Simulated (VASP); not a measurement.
Calculation: LDA (Ceperley-Alder, Perdew-Zunger), VASP's LDA PAW potentials (set 64) (plane waves; VASP 6.6.1).

The input files of a VASP run:

KPOINTS:
```
k-points along high-symmetry lines
15
Line-mode
Reciprocal
  0.000000   0.000000   0.000000 ! GAMMA
  0.500000   0.000000   0.500000 ! X

  0.500000   0.000000   0.500000 ! X
  0.625000   0.250000   0.625000 ! U

  0.375000   0.375000   0.750000 ! K
  0.000000   0.000000   0.000000 ! GAMMA

  0.000000   0.000000   0.000000 ! GAMMA
  0.500000   0.500000   0.500000 ! L

  0.500000   0.500000   0.500000 ! L
  0.500000   0.250000   0.750000 ! W

  0.500000   0.250000   0.750000 ! W
  0.500000   0.000000   0.500000 ! X
```

**POSCAR**
```
NaCl
3.8591080
  0.0000000000   0.7071068439   0.7071068439
  0.7071068439   0.0000000000   0.7071068439
  0.7071068439   0.7071068439   0.0000000000
Na Cl
1 1
direct
  0.0000000000   0.0000000000   0.0000000000
  0.5000000000   0.5000000000   0.5000000000
```

INCAR:
```
SYSTEM = NaCl
PREC = Accurate
ENCUT = 400
EDIFF = 1E-7
NELM = 100
ALGO = Normal
LREAL = .FALSE.
LASPH = .TRUE.
ISMEAR = 0
SIGMA = 0.05
LWAVE = .FALSE.
LCHARG = .FALSE.
LORBIT = 11
ICHARG = 11
```

POTCAR, in this order: Na_pv Cl (LDA.64 set). Program: vasp_std. Read from the step before: CHGCAR.

Output

**OSZICAR**
```
       N       E                     dE             d eps       ncg     rms          rms(c)
DAV:   1     0.822239389003E+02    0.82224E+02   -0.65866E+03  1980   0.107E+03
DAV:   2    -0.593027779120E+00   -0.82817E+02   -0.77343E+02  2233   0.251E+02
DAV:   3    -0.680139335422E+01   -0.62084E+01   -0.61765E+01  2424   0.712E+01
DAV:   4    -0.690692151961E+01   -0.10553E+00   -0.10543E+00  2224   0.102E+01
DAV:   5    -0.690916445448E+01   -0.22429E-02   -0.22427E-02  2429   0.146E+00
DAV:   6    -0.690923396293E+01   -0.69508E-04   -0.69508E-04  2361   0.261E-01
DAV:   7    -0.690923677835E+01   -0.28154E-05   -0.28154E-05  2609   0.470E-02
DAV:   8    -0.690923689062E+01   -0.11227E-06   -0.11228E-06  2259   0.854E-03
DAV:   9    -0.690923689527E+01   -0.46500E-08   -0.46620E-08  1696   0.156E-03
   1 F= -.69092369E+01 E0= -.69092369E+01  d E =-.661993E-20
```

File OUTCAR:
```
 val. band max:       -0.3320775351   @ k =   0.0000   0.0000   0.0000

 cond. band min:       4.7637531089   @ k =   0.0000   0.0000   0.0000



 k-point     1 :       0.0000    0.0000    0.0000
  band No.  band energies     occupation
      1     -20.9537      2.00000
      2     -20.9537      2.00000
      3     -20.9537      2.00000
      4     -13.1673      2.00000
      5      -0.3321      2.00000
      6      -0.3321      2.00000
      7      -0.3321      2.00000
      8       4.7638      0.00000
      9      10.5994      0.00000
     10      10.5994      0.00000
     11      10.5994      0.00000

 k-point     2 :       0.0357    0.0000    0.0357
  band No.  band energies     occupation
      1     -20.9545      2.00000
      2     -20.9539      2.00000
      3     -20.9539      2.00000
      4     -13.1599      2.00000
      5      -0.3796      2.00000
      6      -0.3428      2.00000
      7      -0.3428      2.00000
      8       4.8324      0.00000
      9      10.4987      0.00000
     10      10.6360      0.00000
     11      10.6360      0.00000

 k-point     3 :       0.0714    0.0000    0.0714
  band No.  band energies     occupation
      1     -20.9563      2.00000
      2     -20.9544      2.00000
      3     -20.9544      2.00000
      4     -13.1382      2.00000
      5      -0.5126      2.00000
      6      -0.3740      2.00000
      7      -0.3740      2.00000
      8       5.0283      0.00000
      9      10.2357      0.00000
     10      10.7446      0.00000
     11      10.7446      0.00000

 k-point     4 :       0.1071    0.0000    0.1071
  band No.  band energies     occupation
      1     -20.9593      2.00000
      2     -20.9552      2.00000
      3     -20.9552      2.00000
      4     -13.1036      2.00000
      5      -0.7081      2.00000
      6      -0.4233      2.00000
      7      -0.4233      2.00000
      8       5.3263      0.00000
      9       9.8836      0.00000
     10      10.9217      0.00000
...
```

The density is held fixed in this step, so its total energy and stress have no physical meaning.

The compound is NaCl in the rock salt structure. It was relaxed first, which changed the volume by -9 %.
